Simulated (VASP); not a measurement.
Data:

```
CELL_PARAMETERS angstrom
      8.48696     0.00000     0.00000
      0.00000     8.48696     0.00000
      0.00000     0.00000     8.48696
ATOMIC_POSITIONS crystal
  Mg 0.50013 0.00016 0.99736
  Mg 0.74434 0.25582 0.99982
  Mg 0.75072 0.00001 0.24913
  Mg 0.00016 0.99994 0.99940
  Mg 0.25632 0.25599 0.00033
  Mg 0.74403 0.74385 0.99988
  Mg 0.24929 0.99992 0.24941
  Mg 0.50009 0.24376 0.24492
  Mg 0.75646 0.49981 0.24411
  Mg 0.49998 0.99993 0.50236
  Mg 0.74924 0.25090 0.50006
  Mg 0.74953 0.99985 0.75061
  Mg 0.00027 0.49976 0.99702
  Mg 0.25611 0.74395 0.00031
  Mg 0.00015 0.24912 0.24921
  Mg 0.24355 0.50001 0.24474
  Mg 0.50000 0.75632 0.24457
  Mg 0.99999 0.99991 0.50067
  Mg 0.25089 0.25088 0.50031
  Mg 0.49998 0.50012 0.50573
  Mg 0.74908 0.74897 0.49995
  Mg 0.25059 0.99999 0.75092
  Mg 0.50016 0.25518 0.75680
  Mg 0.74496 0.49995 0.75657
  Mg 0.99989 0.75068 0.24911
  Mg 0.00000 0.50000 0.50214
  Mg 0.25085 0.74910 0.50026
  Mg 0.00024 0.25034 0.75072
  Mg 0.25532 0.49994 0.75688
  Mg 0.50001 0.74481 0.75701
  Mg 0.00010 0.74946 0.75078
  O  0.74746 0.25269 0.24937
  O  0.00005 0.49989 0.25190
  O  0.00010 0.25001 0.49951
  O  0.25273 0.25264 0.24965
  O  0.74724 0.74705 0.24918
  O  0.99996 0.99992 0.25040
  O  0.50003 0.25156 0.49690
  O  0.74851 0.49995 0.49651
  O  0.99995 0.74988 0.49946
  O  0.74928 0.25079 0.75036
  O  0.00021 0.49992 0.74788
  O  0.00022 0.24837 0.00037
  O  0.25264 0.74736 0.24953
  O  0.50008 0.00004 0.25214
  O  0.25144 0.50005 0.49694
  O  0.49999 0.74852 0.49681
  O  0.74991 0.99989 0.49936
  O  0.25109 0.25088 0.75065
  O  0.50012 0.50002 0.73986
  O  0.74911 0.74903 0.75040
  O  0.00012 0.99989 0.74965
  O  0.50033 0.23696 0.00186
  O  0.76359 0.49988 0.00127
  O  0.00019 0.75142 0.00043
  O  0.25008 0.99992 0.49965
  O  0.25099 0.74912 0.75069
  O  0.50003 0.00009 0.74813
  O  0.23697 0.49987 0.00184
  O  0.50004 0.76338 0.00177
  O  0.75156 0.99992 0.00035
  O  0.24874 0.00019 0.00068
  F  0.49954 0.50000 0.26140
```

Level of theory: PBE GGA, VASP's PBE PAW potentials (set 64) (plane waves; VASP). Numerical set-up: PREC = Normal, LREAL = Auto, ISYM = 0, 400 eV cut-off, 1×1×1 Γ-centred mesh, Gaussian smearing of 0.050 eV, potentials Mg O F. Starting moments (MAGMOM): 63*0.0476. The cell's moment is fixed (NUPDOWN = 3).

At this cut-off the stress carries a Pulay error, which pulls relaxed volumes low.  The supercell is sampled at Γ alone, which is coarse: total energies, pressure and levels can be off, energies of defects by several tenths of an eV.

Q: Estimate the cell moment, energy per atom (σ→0), pressure.

A: 
```yaml
cell_moment: 3.00 μB
energy per atom (σ→0): -5.828 eV/atom
pressure: -2.21 GPa
```

Q: Give the moment on each site (PAW-sphere projection).

A: 
```tsv
site	moment (μB)
Mg1	0.01
Mg2	0.01
Mg3	0.01
Mg4	0.01
Mg5	0.01
Mg6	0.01
Mg7	0.01
Mg8	0.01
Mg9	0.01
Mg10	0.01
Mg11	0.01
Mg12	0.01
Mg13	0.01
Mg14	0.01
Mg15	0.01
Mg16	0.01
Mg17	0.01
Mg18	0.01
Mg19	0.01
Mg20	0.01
Mg21	0.01
Mg22	0.01
Mg23	0.01
Mg24	0.01
Mg25	0.01
Mg26	0.01
Mg27	0.01
Mg28	0.01
Mg29	0.01
Mg30	0.01
Mg31	0.01
O32	0.04
O33	0.06
O34	0.03
O35	0.04
O36	0.04
O37	0.03
O38	0.05
O39	0.05
O40	0.04
O41	0.05
O42	0.05
O43	0.08
O44	0.04
O45	0.06
O46	0.05
O47	0.05
O48	0.04
O49	0.05
O50	0.14
O51	0.05
O52	0.04
O53	0.12
O54	0.11
O55	0.08
O56	0.03
O57	0.05
O58	0.05
O59	0.11
O60	0.11
O61	0.08
O62	0.08
F63	0.01
```

The cell is a supercell with a defect, built from MgO (rock salt): F_O-vac_Mg.
